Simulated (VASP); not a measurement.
## TbCu2S2: equation of state with PBE

TbCu2S2:

```
Tb Cu S
1.0
     3.95395    0.00000    0.00000
    -1.97698    3.42422    0.00000
     0.00000    0.00000    6.37189
Tb Cu S
1 2 2
Direct
  0.00000 0.00000 0.00000
  0.33333 0.66667 0.32851
  0.66667 0.33333 0.67149
  0.33333 0.66667 0.72949
  0.66667 0.33333 0.27051
```

The cell comes from a database or a generator and needn't be the stable form of this composition.

```json
{
 "Program": "VASP 6.6.1",
 "Task": "equation of state",
 "Functional": "PBE",
 "Potentials or basis": "VASP PAW PBE potentials, release 64 (Tb, Cu, S)",
 "Cutoff": "520 eV",
 "k mesh": "8 × 8 × 4",
 "Occupations": "fermi-dirac, width 0.05 eV",
 "Spin": "collinear spin, ferromagnetic start",
 "Starting moments": "[6.0, 0.6, 0.6, 0.0, 0.0] μB"
}
```

```json
{
  "Equilibrium volume": "17.56 Å³/atom",
  "Bulk modulus at fixed shape and positions": "83 GPa",
  "Pressure derivative of the bulk modulus": "4.5"
}
```

Energy against volume, from the lowest point:
| volume (Å³/atom) | energy (meV/atom) |
| --- | --- |
| 16.219 | 31.08 |
| 16.564 | 16.53 |
| 16.909 | 6.81 |
| 17.254 | 1.45 |
| 17.599 | 0.00 |
| 17.944 | 2.02 |

All runs of the series together: 48 min on 1 thread of Intel(R) Xeon(R) Platinum 8559C (Emerald Rapids), with other jobs on the host.

Caveat: the magnetic or orbital state may not be the lowest; the cell was scaled at fixed shape and fractional positions, which overstates the stiffness of a crystal with free parameters, most of all of layers and chains; without U or exact exchange the open f shell lies at the Fermi level, which spoils levels, moments and volumes. The state reached can hang on the start; a lower one may exist.
